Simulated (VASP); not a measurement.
```
CELL_PARAMETERS angstrom
      4.05428     0.00000     0.00000
     -2.02714     3.51111     0.00000
      0.00000     0.00000     4.71076
ATOMIC_POSITIONS crystal
  Hf 0.33333 0.66667 0.93750
  Hf 0.66667 0.33333 0.43750
  B  0.33333 0.66667 0.43750
  B  0.66667 0.33333 0.93750
```

Calculation: PBEsol GGA, VASP's PBE PAW potentials (set 64) (plane waves; VASP). Settings: 520 eV cut-off, Gaussian smearing of 0.050 eV, potentials Hf_pv B.

Unless said otherwise, spin-orbit coupling is left out, though it shifts the bands of the heavy elements here.

Q: Estimate the band gap (along the path) with the smallest direct gap where there is one.

A: 
band gap (along the path): none (metal, semimetal or under 0.01 eV)

Only differences to runs with the same potentials and settings are physical.

The structure was generated: HfB was put into the wurtzite type (P6_3mc), which need not be its known phase. It was relaxed first, which changed the volume by -37 %. The relaxed cell has space group P6_3/mmc.
